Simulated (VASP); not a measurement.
Data:

```
Al
1.0
    0.00000     1.99104     1.99104
    1.99104     0.00000     1.99104
    1.99104     1.99104     0.00000
Al
1
Direct
  0.00000   0.00000   0.00000
```

Method: r2SCAN meta-GGA, VASP's PBE PAW potentials (set 64) (plane waves; VASP). Numerical set-up: 480 eV cut-off, 14×14×14 Γ-centred mesh, first-order Methfessel-Paxton smearing of 0.10 eV, potentials Al.

Energy and stress use the plane-wave basis of the starting cell.

**Question.** The ions, cell shape and volume at an external pressure of 10.0 GPa are relaxed. Predict the relaxed structure.

**Answer.** 
```
Al
1.0
    0.00000     1.93473     1.93473
    1.93473     0.00000     1.93473
    1.93473     1.93473     0.00000
Al
1
Cartesian
  0.00000   0.00000   0.00000
```
Space group Fm-3m (225), at a tolerance of 0.03 Å.

**Question.** How do energy and volume change from the first to the last step?

**Answer.** The energy (σ→0) changes by +37.2 meV/atom and the volume by -8.2 %, in 3 ionic steps.

The compound is Al in the fcc structure. This run relaxes it under an external pressure of 10 GPa. Symmetry was kept, so distortions that lower it aren't found.
